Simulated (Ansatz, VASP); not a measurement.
# Cross-check of AlSi6P between VASP and Ansatz, part 2 of 3

Wanted: the spread between two codes on one cell, functional and k mesh. The cell is generated by rule, not measured, and may not be a known phase. The cell is taken from a series of runs on this material, whose earlier steps may have relaxed, scaled, displaced or heated it; both programs get it as it stands.

VASP 6.6.1 and Ansatz 0.2.0.

So far: The structure; Ansatz: zone-centre phonons, PBE.

### 3. VASP: zone-centre phonons, PBE

Level of this step: PBE; plane waves and PAW (Al, P, Si); invented cell (VASP).

The same cell, functional, mesh and smearing now go to VASP, with its own data sets.

Lines of VASP's logs that name or quote its potential files are left out, and so is its time.

Input file INCAR:

```
SYSTEM = AlSi6P
PREC = Accurate
ENCUT = 500
EDIFF = 1E-08
NELM = 120
ISMEAR = 1
SIGMA = 0.15
LREAL = .FALSE.
ALGO = Normal
GGA = PE
NBANDS = 24
LORBIT = 11
LWAVE = .FALSE.
LCHARG = .FALSE.
ISIF = 2
IBRION = 8
LASPH = .TRUE.
GGA_COMPAT = .FALSE.
KPAR = 2
```

Input file POSCAR:

```
AlSi6P
1.0
    2.7428491497      2.7428491497      0.0000000000
   -2.7466273808      2.7466273808      0.0000000000
    0.0000000000      0.0000000000     10.9851828435
Al P Si
1 1 6
Direct
    0.0000000000      0.0000000000      0.0011494146
    0.5000000000      0.0000000000      0.1326387848
    0.5000000000      0.5000000000      0.2523255618
    0.0000000000      0.5000000000      0.3750526027
    0.0000000000      0.0000000000      0.4988430252
    0.5000000000      0.0000000000      0.6228574132
    0.5000000000      0.5000000000      0.7473523827
    0.0000000000      0.5000000000      0.8697808149
```

Input file KPOINTS:

```
Automatic mesh
0
Gamma
8 8 4
0 0 0
```

The projector-augmented-wave data sets are Al, P and Si (PBE family, release 64).

The run is started by

```bash
$ mpirun -np 2 vasp_std
```

What it wrote:

```text
[banner, memory and clock lines left out]
running    2 mpi-ranks, on    1 nodes
 distrk:  each k-point on    1 cores,    2 groups
 distr:  one band on    1 cores,    1 groups

 POSCAR found type information on POSCAR AlP Si
 POSCAR found :  3 types and       8 ions
 LDA part: xc-table for (Slater+PW92), standard interpolation
 POSCAR, INCAR and KPOINTS ok, starting setup
 FFT: planning ... GRIDC
 FFT: planning ... GRID_SOFT
 FFT: planning ... GRID
 WAVECAR not read
 entering main loop
       N       E                     dE             d eps       ncg     rms          rms(c)
DAV:   1     0.735669466376E+02    0.73567E+02   -0.11615E+04  3600   0.104E+03
DAV:   2    -0.371073330907E+02   -0.11067E+03   -0.10350E+03  4808   0.155E+02
DAV:   3    -0.428189118981E+02   -0.57116E+01   -0.56366E+01  4760   0.338E+01
DAV:   4    -0.429236646791E+02   -0.10475E+00   -0.10459E+00  4504   0.574E+00
DAV:   5    -0.429264310045E+02   -0.27663E-02   -0.27651E-02  4776   0.864E-01    0.935E+00
DAV:   6    -0.422026755087E+02    0.72376E+00   -0.59505E-01  4568   0.416E+00    0.577E+00
DAV:   7    -0.420531267397E+02    0.14955E+00   -0.94709E-01  4784   0.438E+00    0.131E+00
DAV:   8    -0.420072640683E+02    0.45863E-01   -0.17192E-01  4360   0.261E+00    0.920E-01
DAV:   9    -0.420094718930E+02   -0.22078E-02   -0.23449E-02  4304   0.994E-01    0.363E-01
DAV:  10    -0.420089296386E+02    0.54225E-03   -0.68518E-03  4520   0.410E-01    0.159E-01
DAV:  11    -0.420090228932E+02   -0.93255E-04   -0.10799E-03  4800   0.155E-01    0.808E-02
DAV:  12    -0.420090674582E+02   -0.44565E-04   -0.39158E-04  4664   0.119E-01    0.406E-02
DAV:  13    -0.420090905905E+02   -0.23132E-04   -0.16557E-04  4360   0.675E-02    0.330E-02
DAV:  14    -0.420090900187E+02    0.57175E-06   -0.19416E-05  4656   0.208E-02    0.101E-02
DAV:  15    -0.420090866729E+02    0.33458E-05   -0.48255E-06  4496   0.139E-02    0.339E-03
DAV:  16    -0.420090868376E+02   -0.16471E-06   -0.20175E-06  4480   0.663E-03    0.137E-03
DAV:  17    -0.420090868605E+02   -0.22877E-07   -0.11323E-07  4800   0.168E-03    0.469E-04
DAV:  18    -0.420090869186E+02   -0.58167E-07   -0.10877E-08  3104   0.536E-04    0.265E-04
DAV:  19    -0.420090869438E+02   -0.25145E-07   -0.37016E-09  2696   0.349E-04    0.836E-05
DAV:  20    -0.420090869313E+02    0.12441E-07   -0.69938E-10  2488   0.198E-04    0.474E-05
DAV:  21    -0.420090869291E+02    0.22392E-08   -0.47720E-10  2384   0.109E-04
   1 F= -.42009087E+02 E0= -.42008135E+02  d E =-.285455E-02
 Linear response reoptimize wavefunctions to high precision
DAV:   1    -0.420090869302E+02   -0.11514E-08   -0.73094E-11  2488   0.556E-05
DAV:   2    -0.420090869303E+02   -0.18190E-10   -0.21292E-11  2312   0.229E-05
 Linear response DOF=          16
 Linear response progress:
  Degree of freedom:   1/ 16
       N       E                     dE             d eps       ncg     rms          rms(c)
RMM:   1    -0.850667212849E-02   -0.85067E-02   -0.43658E-05 15806   0.475E-01
RMM:   2    -0.675307559967E-02    0.17536E-02   -0.87779E-04 10360   0.134E-01    0.695E-02
RMM:   3    -0.669507813144E-02    0.57997E-04   -0.11255E-04 10752   0.390E-02    0.395E-02
RMM:   4    -0.671580755304E-02   -0.20729E-04   -0.88079E-05 10342   0.325E-02    0.851E-03
RMM:   5    -0.669479355840E-02    0.21014E-04   -0.69593E-06 10892   0.111E-02    0.182E-03
RMM:   6    -0.669518915632E-02   -0.39560E-06   -0.17064E-07 11213   0.210E-03    0.787E-04
RMM:   7    -0.669355334570E-02    0.16358E-05   -0.65848E-08 11147   0.105E-03    0.189E-04
RMM:   8    -0.669312306187E-02    0.43028E-06   -0.16801E-09 11453   0.303E-04    0.901E-05
RMM:   9    -0.669308604039E-02    0.37021E-07   -0.54368E-10 11303   0.135E-04    0.218E-05
RMM:  10    -0.669310581302E-02   -0.19773E-07   -0.10811E-08 11748   0.341E-05    0.101E-05
RMM:  11    -0.669309166517E-02    0.14148E-07   -0.18361E-09 11313   0.167E-05    0.316E-06
RMM:  12    -0.669309044163E-02    0.12235E-08   -0.17385E-09 11775   0.610E-06    0.125E-06
 first order change of Fermi-energy  -0.10495E-03
 force on displaced ion       1 direction 1 :  -9.005   1.344   0.000
 Linear response progress:
  Degree of freedom:   2/ 16
       N       E                     dE             d eps       ncg     rms          rms(c)
RMM:   1    -0.135862802855E-01   -0.13586E-01    0.23568E-03  9643   0.518E-01
RMM:   2    -0.106419991215E-01    0.29443E-02   -0.12892E-03  5925   0.163E-01    0.122E-01
RMM:   3    -0.109121820574E-01   -0.27018E-03   -0.84139E-04  6005   0.813E-02    0.481E-02
RMM:   4    -0.107732486501E-01    0.13893E-03   -0.40336E-05  5974   0.241E-02    0.348E-02
RMM:   5    -0.107961917716E-01   -0.22943E-04   -0.22839E-05  5941   0.202E-02    0.565E-03
RMM:   6    -0.108068349541E-01   -0.10643E-04   -0.15688E-06  6176   0.536E-03    0.183E-03
RMM:   7    -0.108017589497E-01    0.50760E-05   -0.24451E-07  6299   0.204E-03    0.741E-04
[...]
RMM:   9    -0.189593498560E-01    0.61856E-07   -0.14986E-08 11539   0.122E-04    0.242E-05
RMM:  10    -0.189593675303E-01   -0.17674E-07   -0.12705E-08 11776   0.311E-05    0.112E-05
RMM:  11    -0.189593040590E-01    0.63471E-07    0.31163E-09 11186   0.250E-05    0.286E-06
RMM:  12    -0.189593089714E-01   -0.49124E-08    0.47025E-09 11884   0.553E-06    0.152E-06
 first order change of Fermi-energy   0.45374E-04
[...]
RMM:   3    -0.263368180513E-01    0.47574E-04   -0.13159E-04  6171   0.462E-02    0.565E-02
RMM:   4    -0.263596856889E-01   -0.22868E-04   -0.51551E-05  6079   0.265E-02    0.150E-02
RMM:   5    -0.263686579841E-01   -0.89723E-05   -0.37443E-06  6279   0.821E-03    0.474E-03
RMM:   6    -0.263619350501E-01    0.67229E-05   -0.13730E-06  6389   0.351E-03    0.183E-03
RMM:   7    -0.263614238012E-01    0.51125E-06   -0.86320E-08  6259   0.132E-03    0.481E-04
RMM:   8    -0.263609669390E-01    0.45686E-06   -0.15490E-08  6396   0.481E-04    0.130E-04
RMM:   9    -0.263613339216E-01   -0.36698E-06   -0.47698E-08  6358   0.204E-04    0.454E-05
RMM:  10    -0.263613636397E-01   -0.29718E-07   -0.44754E-08  6595   0.513E-05    0.215E-05
RMM:  11    -0.263613317193E-01    0.31920E-07    0.33548E-09  6229   0.406E-05    0.480E-06
RMM:  12    -0.263613343944E-01   -0.26751E-08    0.16588E-09  6622   0.106E-05    0.212E-06
 first order change of Fermi-energy  -0.19843E+00
 force on displaced ion       6 direction 3 :  -0.000  -0.000 -14.316
 Linear response progress:
  Degree of freedom:  13/ 16
       N       E                     dE             d eps       ncg     rms          rms(c)
RMM:   1    -0.222342535644E-01   -0.22234E-01    0.16545E-02 15658   0.722E-01
RMM:   2    -0.188450851460E-01    0.33892E-02   -0.14343E-03 10327   0.175E-01    0.948E-02
RMM:   3    -0.188468049027E-01   -0.17198E-05   -0.18041E-04 10917   0.468E-02    0.537E-02
RMM:   4    -0.189811029139E-01   -0.13430E-03   -0.15711E-04 10627   0.385E-02    0.100E-02
RMM:   5    -0.189407533211E-01    0.40350E-04   -0.10017E-05 11070   0.123E-02    0.239E-03
RMM:   6    -0.189444561196E-01   -0.37028E-05   -0.12892E-07 11361   0.184E-03    0.168E-03
RMM:   7    -0.189470015544E-01   -0.25454E-05   -0.13530E-07 11185   0.120E-03    0.202E-04
RMM:   8    -0.189459909743E-01    0.10106E-05    0.10542E-08 11508   0.332E-04    0.766E-05
RMM:   9    -0.189459508838E-01    0.40090E-07    0.16397E-09 11543   0.125E-04    0.236E-05
RMM:  10    -0.189459708336E-01   -0.19950E-07   -0.78447E-10 11799   0.302E-05    0.113E-05
RMM:  11    -0.189459218958E-01    0.48938E-07    0.18909E-09 11297   0.218E-05    0.230E-06
RMM:  12    -0.189459152083E-01    0.66875E-08   -0.52778E-09 11839   0.641E-06    0.191E-06
 first order change of Fermi-energy   0.16622E-03
 force on displaced ion       7 direction 1 : -11.393  -0.365   0.001
 Linear response progress:
  Degree of freedom:  14/ 16
       N       E                     dE             d eps       ncg     rms          rms(c)
RMM:   1    -0.310607302276E-01   -0.31061E-01    0.17880E-02  8624   0.741E-01
RMM:   2    -0.263445331284E-01    0.47162E-02   -0.17195E-03  5782   0.191E-01    0.969E-02
RMM:   3    -0.262951672741E-01    0.49366E-04   -0.15618E-04  6111   0.468E-02    0.572E-02
RMM:   4    -0.263122460492E-01   -0.17079E-04   -0.43810E-05  6134   0.249E-02    0.178E-02
RMM:   5    -0.263250166469E-01   -0.12771E-04   -0.36515E-06  6198   0.846E-03    0.564E-03
RMM:   6    -0.263170632517E-01    0.79534E-05   -0.16669E-06  6326   0.404E-03    0.183E-03
RMM:   7    -0.263159474456E-01    0.11158E-05   -0.10589E-07  6224   0.151E-03    0.360E-04
RMM:   8    -0.263155727413E-01    0.37470E-06   -0.67970E-09  6485   0.381E-04    0.168E-04
RMM:   9    -0.263161864203E-01   -0.61368E-06    0.50387E-09  6249   0.237E-04    0.456E-05
RMM:  10    -0.263161755581E-01    0.10862E-07    0.26671E-09  6619   0.564E-05    0.220E-05
RMM:  11    -0.263161522725E-01    0.23286E-07   -0.16569E-09  6185   0.495E-05    0.596E-06
RMM:  12    -0.263161562351E-01   -0.39627E-08   -0.13726E-08  6737   0.110E-05    0.240E-06
 first order change of Fermi-energy   0.43351E-01
 force on displaced ion       7 direction 3 :   0.000   0.000 -13.970
 Linear response progress:
  Degree of freedom:  15/ 16
       N       E                     dE             d eps       ncg     rms          rms(c)
RMM:   1    -0.224348196258E-01   -0.22435E-01    0.91388E-03 15483   0.675E-01
RMM:   2    -0.192796367882E-01    0.31552E-02   -0.15436E-03 10260   0.166E-01    0.925E-02
RMM:   3    -0.193360103465E-01   -0.56374E-04   -0.26781E-04 10766   0.513E-02    0.511E-02
RMM:   4    -0.195640497157E-01   -0.22804E-03   -0.22169E-04 10632   0.418E-02    0.112E-02
RMM:   5    -0.195269720110E-01    0.37078E-04   -0.11218E-05 10996   0.131E-02    0.272E-03
RMM:   6    -0.195370331396E-01   -0.10061E-04   -0.33897E-07 11324   0.219E-03    0.181E-03
RMM:   7    -0.195423479355E-01   -0.53148E-05   -0.18101E-07 11201   0.135E-03    0.181E-04
RMM:   8    -0.195418014023E-01    0.54653E-06   -0.15454E-08 11521   0.348E-04    0.116E-04
RMM:   9    -0.195420308163E-01   -0.22941E-06    0.21310E-08 11436   0.144E-04    0.439E-05
RMM:  10    -0.195420441763E-01   -0.13360E-07    0.17590E-08 11887   0.372E-05    0.151E-05
RMM:  11    -0.195419933889E-01    0.50787E-07    0.49224E-09 11345   0.206E-05    0.465E-06
RMM:  12    -0.195419859159E-01    0.74730E-08   -0.39849E-11 11461   0.111E-05    0.245E-06
 first order change of Fermi-energy  -0.21556E-03
 force on displaced ion       8 direction 1 : -10.734  -0.748  -0.002
 Linear response progress:
  Degree of freedom:  16/ 16
       N       E                     dE             d eps       ncg     rms          rms(c)
RMM:   1    -0.315825826544E-01   -0.31583E-01    0.77435E-03  8492   0.696E-01
RMM:   2    -0.270935975957E-01    0.44890E-02   -0.17807E-03  5781   0.189E-01    0.116E-01
RMM:   3    -0.272817211165E-01   -0.18812E-03   -0.97448E-04  6049   0.841E-02    0.544E-02
RMM:   4    -0.272244281764E-01    0.57293E-04   -0.63550E-05  6091   0.266E-02    0.330E-02
RMM:   5    -0.273000511315E-01   -0.75623E-04   -0.22188E-05  6224   0.156E-02    0.105E-02
RMM:   6    -0.273216318383E-01   -0.21581E-04   -0.15838E-06  6194   0.570E-03    0.267E-03
RMM:   7    -0.273167828522E-01    0.48490E-05   -0.18060E-07  6328   0.164E-03    0.110E-03
RMM:   8    -0.273183670902E-01   -0.15842E-05   -0.30691E-08  6284   0.735E-04    0.183E-04
RMM:   9    -0.273184476180E-01   -0.80528E-07    0.74171E-09  6490   0.214E-04    0.616E-05
RMM:  10    -0.273187085854E-01   -0.26097E-06    0.13141E-08  6424   0.875E-05    0.238E-05
RMM:  11    -0.273186961188E-01    0.12467E-07    0.37140E-08  6437   0.414E-05    0.812E-06
RMM:  12    -0.273187043811E-01   -0.82623E-08    0.76090E-09  6439   0.190E-05    0.311E-06
 first order change of Fermi-energy  -0.11697E+01
 force on displaced ion       8 direction 3 :  -0.000  -0.000 -12.442
 Linear response finished
```

(Part 2 of 3 ends here.)

[Lines on the potential files, build, host, timing and source positions are cut from VASP's logs without a mark.]

[Logs are printed without paths, hosts, clocks, repeated set-up lines and the standing remarks that a program may print on its own settings, such as how far it seeks lower states.]

[Hosts, paths, dates, database ids (printed as entryN), source tags and the programs' standing remarks are cut or masked in the printed files.]
